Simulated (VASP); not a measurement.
```yaml
crystal:
  lattice:
    - [4.83271, 0.00000, 0.00000]
    - [0.00000, 4.83271, 0.00000]
    - [0.00000, 0.00000, 3.24083]
  atoms:
    - { symbol: Sn, position: [0.00000, 0.00000, 0.00000] }
    - { symbol: Sn, position: [0.50000, 0.50000, 0.50000] }
    - { symbol: O, position: [0.30658, 0.30658, 0.00000] }
    - { symbol: O, position: [0.80658, 0.19342, 0.50000] }
    - { symbol: O, position: [0.19342, 0.80658, 0.50000] }
    - { symbol: O, position: [0.69342, 0.69342, 0.00000] }
```

These are PBE GGA, VASP's PBE PAW potentials (set 64) (plane waves; VASP) values and carry that method's errors. Settings: 520 eV cut-off, 11×11×15 Γ-centred mesh, Gaussian smearing of 0.010 eV, potentials Sn_d O.

Unless said otherwise, spin-orbit coupling is left out, though it shifts the bands of the heavy elements here.

**Question.** Predict the energy per atom (σ→0), band gap (on the k-mesh) with the smallest direct gap where there is one.

**Answer.** 
- band gap (on the k-mesh): 0.64 eV
- smallest direct gap (on the k-mesh): 0.64 eV
- energy per atom (σ→0): -6.219 eV/atom

Only differences to runs with the same potentials and settings are physical.

The compound is SnO2 in the rutile structure. It was relaxed first, which changed the volume by +6 %.
